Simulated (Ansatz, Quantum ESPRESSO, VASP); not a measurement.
# Code comparison for Ni3Sn4 (P1, 7 atoms in the cell)

Self-consistent single point, at a second geometry (atoms moved at random). First geometry:

```xyz
7
Lattice="6.1051 -2.0273 0.0000 6.1051 2.0273 0.0000 -1.3475 0.0000 5.0182" Properties=species:S:1:pos:R:3 pbc="T T T"
Ni     0.0000     0.0000     0.0000
Ni     8.6806     0.0000     3.3299
Ni     2.1821     0.0000     1.6883
Sn     6.5696     0.0000     1.5735
Sn     4.2931     0.0000     3.4446
Sn     9.8560     0.0000     0.9406
Sn     1.0067     0.0000     4.0776
```

Second geometry:
```xyz
7
Lattice="6.1051 -2.0273 0.0000 6.1051 2.0273 0.0000 -1.3475 0.0000 5.0182" Properties=species:S:1:pos:R:3 pbc="T T T"
Ni     0.0153     0.0225    -0.0190
Ni     8.7081    -0.0752     3.2771
Ni     2.2078     0.0672     1.7368
Sn     6.5969    -0.0219     1.5666
Sn     4.3003     0.0065     3.4447
Sn     9.7827    -0.0276     0.9650
Sn     0.9769     0.0285     4.0833
```

Shared settings, as Ansatz (a first-principles code) writes them: kpoints.mp_grid.grid = 4 4 3; scf.occupations.method = fermi_dirac; scf.occupations.width = 0.1 eV. Potentials and cutoffs stand in the table.

```csv
code,model,ΔF from the first geometry (meV/atom),pressure (GPa),largest force (eV/Å),cutoff
Ansatz,"PBEsol, PAW files made with PBE",22.7,-0.82,1.233,default
Quantum ESPRESSO,"PBEsol, SSSP 1.1.2 efficiency (PBE) pseudopotentials",23.0,-0.85,1.252,50 Ry
VASP,"PBEsol, VASP's PBE PAW potentials (set 64)",22.8,-1.09,1.238,300 eV
```

Size of the force on each atom (eV/Å): Sizes of forces hide their directions.

```json
[
 {"code": "Ansatz", "Ni1": "0.541", "Ni2": "1.099", "Ni3": "1.018", "Sn4": "0.498", "Sn5": "0.232", "Sn6": "1.233", "Sn7": "0.411"},
 {"code": "Quantum ESPRESSO", "Ni1": "0.551", "Ni2": "1.103", "Ni3": "1.022", "Sn4": "0.512", "Sn5": "0.236", "Sn6": "1.252", "Sn7": "0.417"},
 {"code": "VASP", "Ni1": "0.543", "Ni2": "1.097", "Ni3": "1.015", "Sn4": "0.501", "Sn5": "0.233", "Sn6": "1.238", "Sn7": "0.412"}
]
```

On Ansatz's run: spin polarisation is off.

The spread over the programs that give each value: ΔF from the first geometry within 0.3 meV/atom; pressure within 0.27 GPa; largest force within 0.019 eV/Å.

Ansatz's pressure is given at a fixed set of plane waves, as the other plane-wave codes print theirs.

The shared mesh is coarse (it stands for a supercell whose shortest vector is 16 Å), so the values are not converged in it.

VASP's run is marked for a possible Pulay error in its stress at this cutoff; no cutoff test was made.

The starting cell comes from a database of computed structures (which also holds hypothetical and non-ambient phases and stackings), without a prior relaxation at this level. For this run, on top of that: atoms moved at random.

Left out of this page: GPAW, CP2K, FLEUR and SIESTA (not drawn, or without a comparable value).

Keys are those of Ansatz 0.2.
